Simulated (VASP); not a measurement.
Here is the system:

```xyz
3
Lattice="0.0000 2.6903 2.6903 2.6903 0.0000 2.6903 2.6903 2.6903 0.0000" Properties=species:S:1:pos:R:3 pbc="T T T"
Ce     0.0000     0.0000     0.0000
O      1.3452     1.3452     1.3452
O      4.0355     4.0355     4.0355
```

Calculation: revPBE GGA, VASP's PBE PAW potentials (set 64) (plane waves; VASP). Numerical set-up: 520 eV cut-off, 7×7×7 Γ-centred mesh, Gaussian smearing of 0.050 eV, potentials Ce O.

Give the stress tensor in GPa (positive for a compressed cell).

```
11.80   0.00   0.00
 0.00  11.80   0.00
 0.00   0.00  11.80
```
The pressure is its mean diagonal, 11.80 GPa.

The compound is CeO2 in the fluorite structure. This cell is one point of a volume scan, at 0.94 of the reference volume. The run is not spin-polarised, so no magnetic state was tried.
